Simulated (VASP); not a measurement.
```
CELL_PARAMETERS angstrom
      0.00000     3.42503     3.42503
      3.42503     0.00000     3.42503
      3.42503     3.42503     0.00000
ATOMIC_POSITIONS crystal
  Rb 0.00000 0.00000 0.00000
  Br 0.50000 0.50000 0.50000
```

Method: PBEsol GGA, VASP's PBE PAW potentials (set 64) (plane waves; VASP). Settings: 520 eV cut-off, 7×7×7 Γ-centred mesh, Gaussian smearing of 0.050 eV, potentials Rb_sv Br.

Q: Estimate the energy per atom (σ→0), band gap (on the k-mesh) with the smallest direct gap where there is one.

A: 
```yaml
band gap (on the k-mesh): 4.22 eV
smallest direct gap (on the k-mesh): 4.22 eV
energy per atom (σ→0): -3.178 eV/atom
```

The absolute energy has meaning only against runs of the same code, potentials and settings.

The compound is RbBr in the rock salt structure. It was relaxed first.
